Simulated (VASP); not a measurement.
VASP ran on this input.

**INCAR**
```
SYSTEM  =  MoS2
PREC  =  Accurate; ENCUT  =  400; LREAL  =  .FALSE.
LASPH  =  .TRUE.
EDIFF  =  1E-6; NELM  =  100; ALGO  =  Normal
LMAXMIX  =  4
ISMEAR  =  0; SIGMA  =  0.05
GGA  =  PE
LWAVE  =  .TRUE.; LCHARG  =  .FALSE.
```

### POSCAR
```
MoS2
1
    3.1835248919    -0.0000000000     0.0000000000
   -1.5917624460     2.7570138902     0.0000000000
    0.0000000000     0.0000000000    22.2148806704
Mo S
2 4
Direct
  0.6666670000   0.3333330000   0.1514397323
  0.3333330000   0.6666670000   0.8485602677
  0.3333330000   0.6666670000   0.2217450934
  0.6666670000   0.3333330000   0.7782549066
  0.6666670000   0.3333330000   0.9188368333
  0.3333330000   0.6666670000   0.0811631667
```

File KPOINTS:
```
Automatic
0
Gamma
  6 6 1
```

POTCAR, in this order: Mo_sv S (PBE.64 set). Program: vasp_std.

### Question
Write an equivalent input for Quantum ESPRESSO's pw.x.

### Answer
One equivalent input (not run):
```
&CONTROL
  calculation = 'scf'
  pseudo_dir = './pseudo'
  outdir = './out'
  tprnfor = .true.
  tstress = .true.
/
&SYSTEM
  ibrav = 0
  nat = 6
  ntyp = 2
  ecutwfc = 80
  occupations = 'smearing'
  smearing = 'gaussian'
  degauss = 0.003675
  input_dft = 'pbe'
/
&ELECTRONS
  conv_thr = 7.3e-08
  electron_maxstep = 100
/
ATOMIC_SPECIES
  Mo 95.950 Mo.upf
  S 32.060 S.upf
CELL_PARAMETERS angstrom
     3.1835249   -0.0000000    0.0000000
    -1.5917624    2.7570139    0.0000000
     0.0000000    0.0000000   22.2148807
ATOMIC_POSITIONS crystal
  Mo   0.6666670  0.3333330  0.1514397
  Mo   0.3333330  0.6666670  0.8485603
  S    0.3333330  0.6666670  0.2217451
  S    0.6666670  0.3333330  0.7782549
  S    0.6666670  0.3333330  0.9188368
  S    0.3333330  0.6666670  0.0811632
K_POINTS automatic
  6 6 1 0 0 0
```
The two are equivalent in intent, not identical: the potentials are each code's own (VASP's PAW set, PseudoDojo norm-conserving files in pw.x), so ENCUT and ecutwfc are chosen apart and not converted; conv_thr bounds pw.x's estimated SCF error, while EDIFF bounds the energy change between steps.

The cell is a sheet with vacuum, built from a database entry that may be metastable or hypothetical.
